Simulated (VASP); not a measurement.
The input files of a VASP run:

### POSCAR
```
SiSn
1
    3.2500000000     0.0000000000     0.0000000000
    0.0000000000     3.2500000000     0.0000000000
    0.0000000000     0.0000000000     3.2500000000
Si Sn
1 1
Direct
  0.0000000000   0.0000000000   0.0000000000
  0.5000000000   0.5000000000   0.5000000000
```

### KPOINTS
```
kpoints
0
gamma
 7 7 7
```

**INCAR**
```
ALGO  =  Normal
EDIFF  =  1E-6
EDIFFG  =  -0.01
ENCUT  =  400
GGA  =  PS
IBRION  =  2
ISIF  =  3
ISMEAR  =  0
LASPH  =  .TRUE.
LCHARG  =  .FALSE.
LMAXMIX  =  4
LREAL  =  .FALSE.
LWAVE  =  .FALSE.
NELM  =  100
NSW  =  60
PREC  =  Accurate
SIGMA  =  0.05
SYSTEM  =  SiSn
```

POTCAR, in this order: Si Sn_d (PBE.64 set). Program: vasp_std.

Task: Translate this PBEsol calculation to Quantum ESPRESSO's pw.x.

Result: One equivalent input (not run):
```
&CONTROL
  calculation = 'vc-relax'
  pseudo_dir = './pseudo'
  outdir = './out'
  tprnfor = .true.
  tstress = .true.
  nstep = 60
  forc_conv_thr = 0.00039
/
&SYSTEM
  ibrav = 0
  nat = 2
  ntyp = 2
  ecutwfc = 72
  occupations = 'smearing'
  smearing = 'gaussian'
  degauss = 0.003675
  input_dft = 'pbesol'
/
&ELECTRONS
  conv_thr = 7.3e-08
  electron_maxstep = 100
/
&IONS
/
&CELL
/
ATOMIC_SPECIES
  Si 28.085 Si.upf
  Sn 118.710 Sn.upf
CELL_PARAMETERS angstrom
     3.2500000    0.0000000    0.0000000
     0.0000000    3.2500000    0.0000000
     0.0000000    0.0000000    3.2500000
ATOMIC_POSITIONS crystal
  Si   0.0000000  0.0000000  0.0000000
  Sn   0.5000000  0.5000000  0.5000000
K_POINTS automatic
  7 7 7 0 0 0
```
The two are equivalent in intent, not identical: the potentials are each code's own (VASP's PAW set, PseudoDojo norm-conserving files in pw.x), so ENCUT and ecutwfc are chosen apart and not converted; conv_thr bounds pw.x's estimated SCF error, while EDIFF bounds the energy change between steps; forc_conv_thr acts on force components and is met together with etot_conv_thr.

The structure was generated: SiSn was put into the CsCl type type (Pm-3m), which need not be its known phase. This run relaxes it. Symmetry was kept, so distortions that lower it aren't found.
